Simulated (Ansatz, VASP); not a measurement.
# Cross-check of NiO (rocksalt prototype) between VASP and Ansatz, part 2 of 3

Aim: how closely do two programs agree when they are given the same cell, functional and k mesh? The start cell is built, not measured: As first built, before any earlier steps moved the atoms (in the runner's words): rocksalt prototype, lattice guessed from radii. The cell is taken from a series of runs on this material, whose earlier steps may have relaxed, scaled, displaced or heated it; both programs get it as it stands.

VASP 6.6.1 and Ansatz 0.2.0.

So far: Starting point; Ansatz: single point, LDA, DFT+U, pair 1.

### 3. VASP: single point, LDA, DFT+U, pair 1

Level of this step: LDA, DFT+U (Ni d 2.4 eV), spin-polarised from a ferromagnetic start; plane waves and PAW (Ni, O) (VASP).

The same cell, functional (in two slightly different forms), mesh and smearing now go to VASP, with its own data sets.

Lines of VASP's logs that name or quote its potential files are left out, and so is its time.

The input, INCAR:

```
SYSTEM = NiO
PREC = Accurate
ENCUT = 520
EDIFF = 1E-06
NELM = 200
ISMEAR = -1
SIGMA = 0.05
LREAL = .FALSE.
ALGO = Normal
GGA = PW92
NBANDS = 37
ISPIN = 2
MAGMOM = 1.59 1.59 1.59 0.33 0.33 0.33
LDAU = .TRUE.
LDAUTYPE = 2
LDAUL = 2 -1
LDAUU = 2.4 0
LDAUJ = 0 0
LDAUPRINT = 1
LASPH = .TRUE.
LMAXMIX = 4
LORBIT = 11
LWAVE = .FALSE.
LCHARG = .FALSE.
ISIF = 2
GGA_COMPAT = .FALSE.
KPAR = 2
```

The input, POSCAR:

```
NiO
1.0
    0.0000000000      2.1013440500      2.1013440500
   -2.1013440500      0.0000000000     -2.1013440500
   -4.2026881000     -4.2026881000      4.2026881000
Ni O
3 3
Direct
    1.0000000000      0.0000000000      1.0000000000
    0.3333333333      0.6666666667      0.6666666667
    0.6666666667      0.3333333333      0.3333333333
    0.6666666667      0.3333333333      0.8333333333
    1.0000000000      0.0000000000      0.5000000000
    0.3333333333      0.6666666667      0.1666666667
```

The input, KPOINTS:

```
Automatic mesh
0
Gamma
11 11 4
0 0 0
```

Potentials, in the order of the species: Ni and O (LDA family, release 64).

On the command line:

```sh
mpirun -np 2 vasp_std
```

Numbers of over 12 decimals in the logs are rounded to 6 here.

Log:

```text
[banner, memory and clock lines left out]
running    2 mpi-ranks, on    1 nodes
 distrk:  each k-point on    1 cores,    2 groups
 distr:  one band on    1 cores,    1 groups

 POSCAR found type information on POSCAR NiO
 POSCAR found :  2 types and       6 ions
|                                                                             |
|               ----> ADVICE to this user running VASP <----                  |
|                                                                             |
|     You enforced a specific xc type in the INCAR file but a different       |
|     [... a line on the potential file left out ...]
|     I HOPE YOU KNOW WHAT YOU ARE DOING!                                     |
|                                                                             |

 LDA part: xc-table for (Slater(with rela. corr.)+PW92), standard interpolation
 POSCAR, INCAR and KPOINTS ok, starting setup
 FFT: planning ... GRIDC
 FFT: planning ... GRID_SOFT
 FFT: planning ... GRID
 WAVECAR not read
 entering main loop
       N       E                     dE             d eps       ncg     rms          rms(c)
DAV:   1     0.449615721328E+03    0.44962E+03   -0.21735E+04  8728   0.171E+03
DAV:   2     0.181667591224E+02   -0.43145E+03   -0.39201E+03  8724   0.398E+02
DAV:   3    -0.396473452021E+02   -0.57814E+02   -0.54137E+02  9468   0.155E+02
DAV:   4    -0.415081430707E+02   -0.18608E+01   -0.18457E+01  9695   0.294E+01
DAV:   5    -0.415417549673E+02   -0.33612E-01   -0.33601E-01 10925   0.362E+00    0.260E+01
DAV:   6    -0.383776124364E+02    0.31641E+01   -0.42791E+01 11378   0.951E+01    0.297E+01
DAV:   7    -0.366536310319E+02    0.17240E+01   -0.85675E+00 10866   0.598E+01    0.128E+01
DAV:   8    -0.370389611982E+02   -0.38533E+00   -0.16082E+00 11999   0.106E+01    0.830E+00
DAV:   9    -0.370396808296E+02   -0.71963E-03   -0.22803E-01 13076   0.120E+01    0.250E+00
DAV:  10    -0.370928990695E+02   -0.53218E-01   -0.12003E-01 11407   0.435E+00    0.114E+00
DAV:  11    -0.370804310329E+02    0.12468E-01   -0.25999E-02 12587   0.360E+00    0.152E-01
DAV:  12    -0.370814043629E+02   -0.97333E-03   -0.10118E-02  9963   0.683E-01    0.125E-01
DAV:  13    -0.370812953531E+02    0.10901E-03   -0.30608E-04 12964   0.243E-01    0.554E-02
DAV:  14    -0.370812976660E+02   -0.23130E-05   -0.20675E-04 10850   0.160E-01    0.283E-02
DAV:  15    -0.370813058832E+02   -0.82171E-05   -0.22865E-05 11508   0.569E-02    0.247E-02
DAV:  16    -0.370813046486E+02    0.12346E-05   -0.13179E-05 10490   0.458E-02    0.140E-02
DAV:  17    -0.370813040278E+02    0.62081E-06   -0.17618E-06  5853   0.256E-02
   1 F= -.37081304E+02 E0= -.37079390E+02  d E =-.382866E-02  mag=     5.9721
```

Parts of OUTCAR (step 3):

```text
ion  position               nearest neighbor table
   1  0.000  0.000  0.000-   4 2.10   6 2.10   4 2.10   6 2.10   4 2.10   6 2.10   2 2.97   3 2.97
                             3 2.97   2 2.97   2 2.97   3 2.97
   2  0.333  0.667  0.667-   4 2.10   4 2.10   5 2.10   4 2.10   5 2.10   5 2.10   1 2.97   1 2.97
                             1 2.97   3 2.97   3 2.97   3 2.97
   3  0.667  0.333  0.333-   6 2.10   6 2.10   6 2.10   5 2.10   5 2.10   5 2.10   1 2.97   1 2.97
                             1 2.97   2 2.97   2 2.97   2 2.97
   4  0.667  0.333  0.833-   2 2.10   2 2.10   2 2.10   1 2.10   1 2.10   1 2.10
   5  0.000  0.000  0.500-   2 2.10   3 2.10   3 2.10   2 2.10   3 2.10   2 2.10
   6  0.333  0.667  0.167-   3 2.10   3 2.10   3 2.10   1 2.10   1 2.10   1 2.10

  LATTYP: Found a hexagonal cell.
 ALAT       =     2.9717492547
 C/A-ratio  =     2.4494897428

 Subroutine GETGRP returns: Found 12 space group operations
 (whereof 12 operations were pure point group operations)

The static configuration has the point symmetry D_3d.

 Found     58 irreducible k-points:

   k-points           NKPTS =     58   k-points in BZ     NKDIM =     58   number of bands    NBANDS=     37

   dimension x,y,z NGX =    24 NGY =   24 NGZ =   54
   dimension x,y,z NGXF=    48 NGYF=   48 NGZF=  108

   ENCUT  =  520.0 eV  38.22 Ry    6.18 a.u.   5.53  5.53 13.53*2*pi/ulx,y,z

   NELECT =      48.0000    total number of electrons

 k-points in reciprocal lattice and weights: Automatic mesh
   0.00000000  0.00000000  0.00000000       0.002
   0.09090909  0.00000000  0.00000000       0.012
   0.18181818  0.00000000  0.00000000       0.012
   0.27272727  0.00000000  0.00000000       0.012
   0.36363636  0.00000000  0.00000000       0.012
   0.45454545  0.00000000  0.00000000       0.012
   0.09090909  0.09090909  0.00000000       0.012
   0.18181818  0.09090909  0.00000000       0.025
   0.27272727  0.09090909  0.00000000       0.025
[...]
0.27272727  0.27272727  0.50000000       0.012
   0.36363636  0.27272727  0.50000000       0.012

atom =   1  type =  1  l = 2

 onsite density matrix

spin component  1

  0.9704 -0.0000  0.0000 -0.0000 -0.0000
 -0.0000  0.9704  0.0000  0.0000 -0.0000
  0.0000  0.0000  1.0154  0.0000  0.0000
 -0.0000  0.0000  0.0000  0.9704  0.0000
 -0.0000 -0.0000  0.0000  0.0000  1.0154

spin component  2

  0.9641  0.0000  0.0000  0.0000  0.0000
  0.0000  0.9641  0.0000 -0.0000 -0.0000
  0.0000  0.0000  0.2172  0.0000 -0.0000
  0.0000 -0.0000  0.0000  0.9641  0.0000
  0.0000 -0.0000 -0.0000  0.0000  0.2172

 occupancies and eigenvectors

[...]
o =  0.2172  v =  0.0000  0.0000  0.0000  0.0000  0.0000 -0.0000 -0.0000  1.0000 -0.0000 -0.0002      0.0000  0.0000  0.0000  0.0000  0.0000  0.0000  0.0000  0.0000  0.0000  0.0000
  o =  0.9641  v =  0.0000  0.0000  0.0000  0.0000  0.0000  0.5774 -0.5774  0.0000 -0.5774  0.0000      0.0000  0.0000  0.0000  0.0000  0.0000  0.0000  0.0000  0.0000  0.0000  0.0000
  o =  0.9641  v =  0.0000  0.0000  0.0000  0.0000  0.0000 -0.8000 -0.5415 -0.0000 -0.2585  0.0000      0.0000  0.0000  0.0000  0.0000  0.0000  0.0000  0.0000  0.0000  0.0000  0.0000
  o =  0.9641  v =  0.0000  0.0000  0.0000  0.0000  0.0000 -0.1634  0.6111 -0.0000 -0.7745 -0.0000      0.0000  0.0000  0.0000  0.0000  0.0000  0.0000  0.0000  0.0000  0.0000  0.0000
  o =  0.9704  v = -0.8121 -0.4793  0.0000 -0.3328 -0.0000  0.0000  0.0000  0.0000  0.0000  0.0000      0.0000  0.0000  0.0000  0.0000  0.0000  0.0000  0.0000  0.0000  0.0000  0.0000
  o =  0.9704  v = -0.0845  0.6610  0.0000 -0.7456  0.0000  0.0000  0.0000  0.0000  0.0000  0.0000      0.0000  0.0000  0.0000  0.0000  0.0000  0.0000  0.0000  0.0000  0.0000  0.0000
  o =  0.9704  v =  0.5774 -0.5774  0.0000 -0.5774  0.0000  0.0000  0.0000  0.0000  0.0000  0.0000      0.0000  0.0000  0.0000  0.0000  0.0000  0.0000  0.0000  0.0000  0.0000  0.0000
  o =  1.0154  v = -0.0000 -0.0000 -1.0000 -0.0000  0.0000  0.0000  0.0000  0.0000  0.0000  0.0000      0.0000  0.0000  0.0000  0.0000  0.0000  0.0000  0.0000  0.0000  0.0000  0.0000
  o =  1.0154  v =  0.0000 -0.0000  0.0000  0.0000  1.0000  0.0000  0.0000  0.0000  0.0000  0.0000      0.0000  0.0000  0.0000  0.0000  0.0000  0.0000  0.0000  0.0000  0.0000  0.0000

 average (electrostatic) potential at core
       1 -84.3812       2 -84.3812       3 -84.3812       4 -69.2514       5 -69.2514
       6 -69.2514

 E-fermi :   6.9928

 spin component 1
 k-point     1 :       0.0000    0.0000    0.0000
  band No.  band energies     occupation
    ...
     23       4.4989      1.00000
     24       6.5007      0.99995
     25       6.5007      0.99995
     26       6.5007      0.99995
     27       6.5007      0.99995
     28       8.7613      0.00000
     29      12.2885      0.00000
     30      12.2885      0.00000
     31      17.7423      0.00000
     32      17.7423      0.00000
    ...

 k-point     2 :       0.0909    0.0000    0.0000
  band No.  band energies     occupation
    ...
     23       4.8557      1.00000
     24       5.9228      1.00000
     25       6.1126      1.00000
     26       6.4715      0.99997
     27       6.7360      0.99416
     28       9.2941      0.00000
     29      12.6587      0.00000
     30      12.6669      0.00000
     31      17.7247      0.00000
     32      17.7414      0.00000
    ...

 k-point     3 :       0.1818    0.0000    0.0000
  band No.  band energies     occupation
    ...
     23       5.2161      1.00000
     24       5.4887      1.00000
     25       5.6062      1.00000
     26       5.9087      1.00000
     27       6.8158      0.97182
     28      10.4555      0.00000
     29      13.4339      0.00000
     30      13.4885      0.00000
     31      17.6534      0.00000
     32      17.7922      0.00000
    ...

 k-point     4 :       0.2727    0.0000    0.0000
  band No.  band energies     occupation
    ...
     23       5.0466      1.00000
     24       5.1333      1.00000
     25       5.5574      1.00000
     26       6.0243      1.00000
     27       6.7632      0.98998
     28      11.7210      0.00000
     29      13.8199      0.00000
     30      14.3053      0.00000
     31      17.5263      0.00000
     32      17.5584      0.00000
    ...

 k-point     5 :       0.3636    0.0000    0.0000
  band No.  band energies     occupation
    ...
     23       4.6341      1.00000
     24       5.3182      1.00000
     25       5.8964      1.00000
     26       6.2951      1.00000
     27       6.6145      0.99948
     28      12.8275      0.00000
     29      13.5248      0.00000
     30      14.6634      0.00000
     31      16.5700      0.00000
     32      17.5864      0.00000
    ...

 k-point     6 :       0.4545    0.0000    0.0000
  band No.  band energies     occupation
    ...
     23       4.6435      1.00000
     24       5.8219      1.00000
     25       6.1711      1.00000
     26       6.2127      1.00000
     27       6.4086      0.99999
     28      13.1457      0.00000
     29      13.6840      0.00000
     30      14.3378      0.00000
     31      16.4541      0.00000
     32      16.9310      0.00000
    ...

  Total       -5.4737867     -5.4737867     -5.4737867      0.0005312     -0.0005312     -0.0005312
  in kB     -157.5272565   -157.5272565   -157.5272565      0.0152871     -0.0152871     -0.0152871
  external PRESSURE =    -157.5272565 kB  Pullay stress =       0.0000000 kB

  energy-cutoff  :      520.00
  volume of cell :       55.67
      direct lattice vectors                 reciprocal lattice vectors
     0.000000000  2.101344050  2.101344050    -0.158628633  0.317257265  0.158628633
    -2.101344050  0.000000000 -2.101344050    -0.317257265  0.158628633 -0.158628633
    -4.202688100 -4.202688100  4.202688100    -0.079314316 -0.079314316  0.079314316

 POSITION                                       TOTAL-FORCE (eV/Angst)
 -----------------------------------------------------------------------------------
      0.00000      0.00000      0.00000        -0.000000      0.000000     -0.000000
     -4.20269     -2.10134      2.10134        -0.000000      0.000000     -0.000000
     -2.10134      0.00000      2.10134        -0.000000      0.000000     -0.000000
     -4.20269     -2.10134      4.20269        -0.000000      0.000000      0.000000
     -2.10134     -2.10134      2.10134         0.000000     -0.000000      0.000000
     -2.10134     -0.00000      0.00000         0.000000     -0.000000     -0.000000
 -----------------------------------------------------------------------------------
    total drift:                               -0.000000      0.000000      0.000000

  FREE ENERGIE OF THE ION-ELECTRON SYSTEM (eV)
  ---------------------------------------------------
  free  energy   TOTEN  =       -37.0813040278 eV

  energy  without entropy=      -37.0774753682  energy(sigma->0) =      -37.07938970

 total charge
# of ion       s       p       d       tot
------------------------------------------
    1        0.337   0.405   8.243   8.985
    2        0.337   0.405   8.243   8.985
    3        0.337   0.405   8.243   8.985
    4        1.538   3.414   0.000   4.952
    5        1.538   3.414   0.000   4.952
    6        1.538   3.414   0.000   4.952
--------------------------------------------------
tot          5.626  11.455  24.730  41.810

 magnetization (x)
# of ion       s       p       d       tot
------------------------------------------
    1        0.010   0.015   1.616   1.641
    2        0.010   0.015   1.616   1.641
    3        0.010   0.015   1.616   1.641
    4        0.027   0.278   0.000   0.305
    5        0.027   0.278   0.000   0.305
    6        0.027   0.278   0.000   0.305
--------------------------------------------------
tot          0.111   0.879   4.847   5.837

[... 6 further parts left out ...]
```

The magnetic state follows from one typed start and may not be the lowest.

### 4. Side by side

Known differences besides the potentials themselves: VASP starts from the moments at which Ansatz ended; U acts on the PAW sphere in VASP and on atomic orbitals in Ansatz, so only states and trends compare; the data sets hold 72 valence electrons in Ansatz (on its default PAW (the set named soft_2) files) and 48 in VASP; the cutoff is 420 eV in Ansatz and 520 eV in VASP; VASP's log shows a relativistic correction to its local exchange, Ansatz's none; site moments are counted in spheres of each program's own size. Total energies have different zeros and are not compared.

Both answers:

```
          quantity  Ansatz  VASP  difference
 total moment (μB)    5.95  5.97       -0.02
moment on Ni1 (μB)    1.59  1.64       -0.05
moment on Ni2 (μB)    1.59  1.64       -0.05
moment on Ni3 (μB)    1.59  1.64       -0.05
 moment on O4 (μB)    0.33  0.30       +0.02
 moment on O5 (μB)    0.33  0.30       +0.02
 moment on O6 (μB)    0.33  0.30       +0.02
```

### 5. Ansatz: single point, LDA, DFT+U, pair 2

With cell and atoms fixed, the geometry can't cause a difference; cores, projectors, grids and the points listed under the comparison can.

The cell is taken from a series of runs on this material, whose earlier steps may have relaxed, scaled, displaced or heated it; both programs get it as it stands.

The input, input.yaml:

```yaml
crystal:
  lattice:
    - [0.0, 2.10134405, 2.10134405]
    - [-2.10134405, 0.0, -2.10134405]
    - [-4.2026881, -4.2026881, 4.2026881]
  atoms:
    - { symbol: Ni, position: [0.0, 0.0, 0.0], spin: 2.0 }
    - { symbol: Ni, position: [0.333333333, 0.666666667, 0.666666667], spin: 2.0 }
    - { symbol: Ni, position: [0.666666667, 0.333333333, 0.333333333], spin: -2.0 }
    - { symbol: O, position: [0.666666667, 0.333333333, 0.833333333] }
    - { symbol: O, position: [0.0, 0.0, 0.5] }
    - { symbol: O, position: [0.333333333, 0.666666667, 0.166666667] }
magnetization:
  spin_polarized: true
kpoints:
  mp_grid: { grid: [11, 11, 4] }
hamiltonian:
  xc: lda
  hubbard:
    sites:
      - { species: Ni, l: d, u_eff: 5.4 }
      - { site: 0, l: d, u_eff: 5.4, starting_ns: [{ spin: up, occupation_matrix: ni1_major }, { spin: down, occupation_matrix: ni1_minor }] }
      - { site: 1, l: d, u_eff: 5.4, starting_ns: [{ spin: up, occupation_matrix: ni1_major }, { spin: down, occupation_matrix: ni1_minor }] }
      - { site: 2, l: d, u_eff: 5.4, starting_ns: [{ spin: up, occupation_matrix: ni1_minor }, { spin: down, occupation_matrix: ni1_major }] }
    projectors: ortho-atomic
    occupation_matrices:
      ni1_major:
        matrix:
          - [0.998, 0.0, 0.0, 0.0, 0.0]
          - [0.0, 0.999, 0.0, 0.0, 0.0]
          - [0.0, 0.0, 0.999, 0.0, 0.0]
          - [0.0, 0.0, 0.0, 0.998, 0.0]
          - [0.0, 0.0, 0.0, 0.0, 0.999]
      ni1_minor:
        matrix:
          - [0.175, 0.0, 0.0, 0.0, 0.0]
          - [0.0, 0.996, 0.0, 0.0, 0.0]
          - [0.0, 0.0, 0.996, 0.0, 0.0]
          - [0.0, 0.0, 0.0, 0.175, 0.0]
          - [0.0, 0.0, 0.0, 0.0, 0.996]
scf:
  occupations: { method: fermi_dirac, width: 0.05 }
output:
  eigenvalues: true
```

On the command line:

```sh
ansatz run input.yaml --threads 4 --pin off --max-ram 8192MiB --backend cpu --events-out ev --progress --plain --runs-dir out
```

Log:

```text
[...]
Crystal: 6 atoms, lattice volume = 55.673 Å³
Basis set: ecut = 420 eV, 1057 PW (Γ)
Bands: 47, of which v1, the nominal top of the filled ones, is band 36 counted from 1 (35 counted from 0)
Symmetry: 12 space group operations
[...]
k-points: 58 of 484
[...]
Starting moments: Σ|m| = 6 μB on 3 of 6 sites
[...]
k-point 1 ↑: bands = [... 32 lower, 10.8031, 11.4767, 11.4767, 12.5544, 12.5544, 15.5482, 15.5482, 15.6826, ... 7 higher]
  k-point 2 ↑: bands = [... 32 lower, 10.6947, 11.7533, 11.7533, 12.3740, 12.3740, 15.5656, 15.5656, 16.7275, ... 7 higher]
  k-point 57 ↓: bands = [... 32 lower, 10.7272, 11.3501, 11.4074, 15.1662, 15.3539, 15.5334, 15.8386, 21.8004, ... 7 higher]
Occupation matrices written to <dir>
[key lines of the parts left out:]
SCF converged after 16 iterations
Magnetization: 2.0000 μB (37.0000 up, 35.0000 down)
Free energy (F): -18977.657405 eV
Fermi energy:    13.638102 eV
```

### 6. VASP: single point, LDA, DFT+U, pair 2

The same cell, functional (in two slightly different forms), mesh and smearing now go to VASP, with its own data sets.

INCAR, as its differences from that of step 3:

```diff
@@ -10,5 +10,5 @@
 GGA = PW92
-NBANDS = 37
+NBANDS = 35
 ISPIN = 2
-MAGMOM = 1.59 1.59 1.59 0.33 0.33 0.33
+MAGMOM = 1.63 1.63 -1.58 0.23 0.01 0.01
 LDAU = .TRUE.
@@ -16,3 +16,3 @@
 LDAUL = 2 -1
-LDAUU = 2.4 0
+LDAUU = 5.4 0
 LDAUJ = 0 0
```

POSCAR is that of step 3.

KPOINTS is that of step 3.

On the command line:

```sh
mpirun -np 2 vasp_std
```

Log:

```text
[banner, memory and clock lines left out]
running    2 mpi-ranks, on    1 nodes
[...]
[... a notice as in an earlier step ...]

 LDA part: xc-table for (Slater(with rela. corr.)+PW92), standard interpolation
 POSCAR, INCAR and KPOINTS ok, starting setup
[...]
entering main loop
       N       E                     dE             d eps       ncg     rms          rms(c)
DAV:   1     0.446770047564E+03    0.44677E+03   -0.22126E+04  8304   0.182E+03
DAV:   2     0.255601231516E+02   -0.42121E+03   -0.38523E+03  8262   0.409E+02
DAV:   3    -0.337167180393E+02   -0.59277E+02   -0.56018E+02  8906   0.167E+02
DAV:   4    -0.356423835786E+02   -0.19257E+01   -0.19087E+01  9575   0.315E+01
[...]
DAV:  15    -0.354466560638E+02   -0.35125E-05   -0.39175E-05 10631   0.883E-02    0.124E-02
DAV:  16    -0.354466586457E+02   -0.25819E-05   -0.11287E-05 10421   0.338E-02    0.743E-03
DAV:  17    -0.354466593599E+02   -0.71423E-06   -0.90065E-07  4807   0.138E-02
   1 F= -.35446659E+02 E0= -.35446659E+02  d E =-.843204E-10  mag=     2.0000
```

Parts of OUTCAR (step 6):

```text
  Total       -7.0868993     -7.0868993     -7.0868993     -0.0319327      0.0319327      0.0319327
  in kB     -203.9501831   -203.9501831   -203.9501831     -0.9189746      0.9189746      0.9189746
  external PRESSURE =    -203.9501831 kB  Pullay stress =       0.0000000 kB

 POSITION                                       TOTAL-FORCE (eV/Angst)
 -----------------------------------------------------------------------------------
      0.00000      0.00000      0.00000        -0.028757     -0.028757      0.028757
     -4.20269     -2.10134      2.10134         0.028757      0.028757     -0.028757
     -2.10134      0.00000      2.10134        -0.000000     -0.000000     -0.000000
     -4.20269     -2.10134      4.20269        -0.000000     -0.000000     -0.000000
     -2.10134     -2.10134      2.10134         0.017251      0.017251     -0.017251
     -2.10134     -0.00000      0.00000        -0.017251     -0.017251      0.017251
 -----------------------------------------------------------------------------------
    total drift:                               -0.000000     -0.000000      0.000000

  FREE ENERGIE OF THE ION-ELECTRON SYSTEM (eV)
  ---------------------------------------------------
  free  energy   TOTEN  =       -35.4466593599 eV

  energy  without entropy=      -35.4466593599  energy(sigma->0) =      -35.44665936

 magnetization (x)
# of ion       s       p       d       tot
------------------------------------------
    1        0.003   0.003   1.696   1.702
    2        0.003   0.003   1.696   1.702
    3        0.005   0.008  -1.661  -1.648
    4        0.020   0.184   0.000   0.204
    5        0.001   0.009   0.000   0.009
    6        0.001   0.009   0.000   0.009
--------------------------------------------------
tot          0.032   0.215   1.732   1.978

[... 1 part as in an earlier step ...]

[... 2 further parts left out ...]
[key lines of the parts left out:]
E-fermi :   7.0323
```

The run ends at a pressure of -20.40 GPa, with forces up to 0.050 eV/Å.

(Continued in part 3 of 3.)

[Lines on the potential files, build, host, timing and source positions are cut from VASP's logs without a mark.]

[Logs are printed without paths, hosts, clocks, repeated set-up lines and the standing remarks that a program may print on its own settings, such as how far it seeks lower states.]

[Hosts, paths, dates, database ids (printed as entryN), source tags and the programs' standing remarks are cut or masked in the printed files.]
